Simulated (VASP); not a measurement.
These are vdW-DF-cx, VASP's PBE PAW potentials (set 64) (plane waves; VASP 6.6.1) values and carry that method's errors.

VASP ran on this input.

KPOINTS:
```
Automatic
0
G
  4 4 4
```

### INCAR
```
AGGAC = 0.0
ALGO = Normal
EDIFF = 1E-7
ENCUT = 520
GGA = CX
ISIF = 2
ISMEAR = 0
LASPH = T
LCHARG = F
LMAXMIX = 4
LREAL = F
LUSE_VDW = T
LWAVE = F
NELM = 100
PREC = Accurate
SIGMA = 0.05
SYSTEM = CsPbBr3
```

File POSCAR:
```
CsPbBr3
1.0
  5.7822662960   0.0000000000   0.0000000000
  0.0000000000   5.7822662960   0.0000000000
  0.0000000000   0.0000000000   5.7822662960
Cs Pb Br
1 1 3
Cart
  0.0000000000   0.0000000000   0.0000000000
  2.8911331480   2.8911331480   2.8911331480
  2.8911331480   0.0000000000   2.8911331480
  0.0000000000   2.8911331480   2.8911331480
  2.8911331480   2.8911331480   0.0000000000
```

POTCAR, in this order: Cs_sv Pb_d Br (PBE.64 set). Program: vasp_std.

The run wrote:

**OSZICAR**
```
       N       E                     dE             d eps       ncg     rms          rms(c)
DAV:   1     0.419631514539E+03    0.41963E+03   -0.19019E+04   520   0.151E+03
DAV:   2     0.431163552672E+02   -0.37652E+03   -0.36804E+03   634   0.339E+02
DAV:   3    -0.322696954682E+01   -0.46343E+02   -0.45818E+02   622   0.126E+02
DAV:   4    -0.506077136839E+01   -0.18338E+01   -0.18202E+01   646   0.333E+01
DAV:   5    -0.510953936633E+01   -0.48768E-01   -0.48739E-01   678   0.447E+00    0.448E+00
DAV:   6    -0.467371359729E+01    0.43583E+00   -0.87029E-01   754   0.966E+00    0.264E+00
DAV:   7    -0.465172545153E+01    0.21988E-01   -0.47974E-01   796   0.432E+00    0.933E-01
DAV:   8    -0.466422556039E+01   -0.12500E-01   -0.60060E-02   688   0.220E+00    0.191E-01
DAV:   9    -0.466617732867E+01   -0.19518E-02   -0.93951E-03   716   0.827E-01    0.108E-01
DAV:  10    -0.466674226248E+01   -0.56493E-03   -0.10484E-03   646   0.217E-01    0.421E-02
DAV:  11    -0.466688253130E+01   -0.14027E-03   -0.32295E-04   678   0.154E-01    0.974E-03
DAV:  12    -0.466689307062E+01   -0.10539E-04   -0.41701E-05   778   0.546E-02    0.101E-02
DAV:  13    -0.466689276104E+01    0.30957E-06   -0.67605E-06   688   0.246E-02    0.321E-03
DAV:  14    -0.466689328309E+01   -0.52204E-06   -0.14327E-06   648   0.923E-03    0.217E-03
DAV:  15    -0.466689330566E+01   -0.22575E-07   -0.12073E-07   446   0.360E-03
   1 F= -.46668933E+01 E0= -.46668933E+01  d E =-.424277E-17
```

OUTCAR:
```
------------------------ aborting loop because EDIFF is reached ----------------------------------------
  FORCE on cell =-STRESS in cart. coord.  units (eV):
  Direction    XX          YY          ZZ          XY          YZ          ZX
  --------------------------------------------------------------------------------------
  Total        1.8181501      1.8181501      1.8181501     -0.0000000     -0.0000000     -0.0000000
  in kB       15.0676682     15.0676682     15.0676682     -0.0000000     -0.0000000     -0.0000000
  external PRESSURE =      15.0676682 kB  Pullay stress =       0.0000000 kB
  volume of cell :      193.33
      direct lattice vectors                 reciprocal lattice vectors
     5.782266296  0.000000000  0.000000000     0.172942571  0.000000000  0.000000000
     0.000000000  5.782266296  0.000000000     0.000000000  0.172942571  0.000000000
     0.000000000  0.000000000  5.782266296     0.000000000  0.000000000  0.172942571
 POSITION                                       TOTAL-FORCE (eV/Angst)
 -----------------------------------------------------------------------------------
      0.00000      0.00000      0.00000         0.000000      0.000000      0.000000
      2.89113      2.89113      2.89113         0.000000      0.000000      0.000000
      2.89113      0.00000      2.89113         0.000000      0.000000      0.000000
      0.00000      2.89113      2.89113         0.000000      0.000000      0.000000
      2.89113      2.89113      0.00000         0.000000      0.000000      0.000000
 -----------------------------------------------------------------------------------
    total drift:                                0.000000     -0.000000     -0.000000
  FREE ENERGIE OF THE ION-ELECTRON SYSTEM (eV)
  ---------------------------------------------------
  free  energy   TOTEN  =        -4.6668933057 eV

  energy  without entropy=       -4.6668933057  energy(sigma->0) =       -4.66689331
```
(Selected blocks of OUTCAR.)

The compound is CsPbBr3 in the cubic perovskite structure, the ideal cubic form; the compound distorts at low or room temperature. This cell is one point of a volume scan, at 0.94 of the reference volume.
